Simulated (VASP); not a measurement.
```
CELL_PARAMETERS angstrom
      4.76275     0.00000     0.00000
      0.00000     4.76275     0.00000
      0.00000     0.00000     4.76275
ATOMIC_POSITIONS crystal
  Si 0.16242 0.33758 0.66242
  Si 0.33758 0.66242 0.16242
  Si 0.66242 0.16242 0.33758
  Si 0.83758 0.83758 0.83758
  Ru 0.87059 0.62941 0.37059
  Ru 0.62941 0.37059 0.87059
  Ru 0.37059 0.87059 0.62941
  Ru 0.12941 0.12941 0.12941
```

All values below come from PBE GGA, VASP's PBE PAW potentials (set 64) (plane waves; VASP 6.6.1). Run with 300 eV cut-off, 7×7×7 Γ-centred mesh, Gaussian smearing of 0.020 eV, potentials Si Ru_pv.

At this cut-off the stress carries a Pulay error, which pulls relaxed volumes low.

Problem. Give the force on each atom (eV/Å).

Solution. 
| atom | Fx | Fy | Fz |
|---|---|---|---|
| Si1 | 0.030 | -0.030 | 0.030 |
| Si2 | -0.030 | 0.030 | 0.030 |
| Si3 | 0.030 | 0.030 | -0.030 |
| Si4 | -0.030 | -0.030 | -0.030 |
| Ru5 | 0.067 | -0.067 | 0.067 |
| Ru6 | -0.067 | 0.067 | 0.067 |
| Ru7 | 0.067 | 0.067 | -0.067 |
| Ru8 | -0.067 | -0.067 | -0.067 |

Problem. Give the stress tensor in GPa (positive for a compressed cell).

Solution. 
```
-4.50   0.00   0.00
 0.00  -4.50   0.00
 0.00   0.00  -4.50
```
The pressure is its mean diagonal, -4.50 GPa.

The structure comes from a computed database's SiRu entry; how it stands against other phases isn't given here. The cell was not relaxed at this level.
